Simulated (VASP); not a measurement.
The system is InGaO2.

```
In Ga O
1.0
     3.31370    0.00000    0.00000
     0.00000    3.31370    0.00000
     0.00000    0.00000    6.31112
In Ga O
1 1 2
Direct
  0.00000 0.00000 0.38523
  0.00000 0.00000 0.84748
  0.50000 0.50000 0.03407
  0.50000 0.50000 0.26478
```

The cell was built by a generator and needn't be a form met in nature.

| Quantity | Value |
| --- | --- |
| Program | VASP 6.6.1 |
| Task | relaxation of cell and atoms |
| Functional | PBE |
| Potentials or basis | VASP PAW PBE potentials, release 64 (In_d, Ga_d, O) |
| Cutoff | 520 eV |
| k mesh | 5 × 5 × 3 |
| Occupations | gaussian, width 0.15 eV |
| Spin | no spin polarisation |

At the start: pressure 1.9 GPa; volume 17.32 Å³/atom.

Q: Where does the relaxation end?

A: Over 23 steps the energy falls by 149.1 meV/atom and the volume is 16.48 Å³/atom (-4.9 %); space group P4mm (No. 99, to 0.05 Å).

The path:
| step | energy change (eV) | largest force (eV/Å) | pressure (GPa) | volume (Å³) |
| --- | --- | --- | --- | --- |
| 1 | 0.0000 | 1.3871 | 1.85 | 69.30 |
| 2 | -0.1178 | 1.0293 | -1.08 | 71.33 |
| 3 | -0.1380 | 0.9112 | -2.66 | 72.53 |
| 4 | -0.2403 | 0.7149 | -1.55 | 71.11 |
| 5 | -0.3160 | 0.6206 | -0.37 | 69.42 |
| 6 | -0.3225 | 0.5336 | 3.21 | 66.12 |
| 7 | -0.3463 | 0.5163 | 1.05 | 67.79 |
| 8 | -0.4572 | 0.2985 | 1.08 | 68.07 |
| 9 | -0.4653 | 0.6652 | 1.26 | 68.11 |
| 10 | -0.5276 | 0.2907 | -2.03 | 70.02 |
| 11 | -0.5288 | 0.2803 | -2.19 | 70.17 |
| 12 | -0.5621 | 0.5974 | -0.75 | 68.00 |
| 13 | -0.5621 | 0.5948 | -1.23 | 68.11 |
| 14 | -0.5778 | 0.5855 | -0.14 | 65.21 |
| 15 | -0.5824 | 0.3380 | -0.65 | 66.23 |
| 16 | -0.5824 | 0.3739 | -0.11 | 66.03 |
| 17 | -0.5825 | 0.3267 | -0.70 | 66.15 |
| 18 | -0.5825 | 0.3547 | -0.14 | 66.09 |
| 19 | -0.5891 | 0.1382 | 0.34 | 65.37 |
| 20 | -0.5892 | 0.1580 | 0.74 | 65.32 |
| 21 | -0.5932 | 0.1849 | -0.02 | 65.75 |
| 22 | -0.5933 | 0.1938 | -0.09 | 65.77 |
| 23 | -0.5963 | 0.0774 | 0.10 | 65.92 |

Final structure:
```cif
data_structure
_symmetry_space_group_name_H-M 'P 1'
_symmetry_Int_Tables_number 1
_cell_length_a 3.4678
_cell_length_b 3.4678
_cell_length_c 5.4819
_cell_angle_alpha 90.000
_cell_angle_beta 90.000
_cell_angle_gamma 90.000
_cell_volume 65.92
loop_
_atom_site_label
_atom_site_type_symbol
_atom_site_fract_x
_atom_site_fract_y
_atom_site_fract_z
_atom_site_occupancy
In1 In 0.00000 0.00000 0.38988 1
Ga1 Ga 0.00000 0.00000 0.90314 1
O1 O 0.50000 0.50000 0.98410 1
O2 O 0.50000 0.50000 0.25444 1
```

Caveat: the k mesh is coarse (spacing up to 0.38 Å⁻¹), so the values aren't converged.
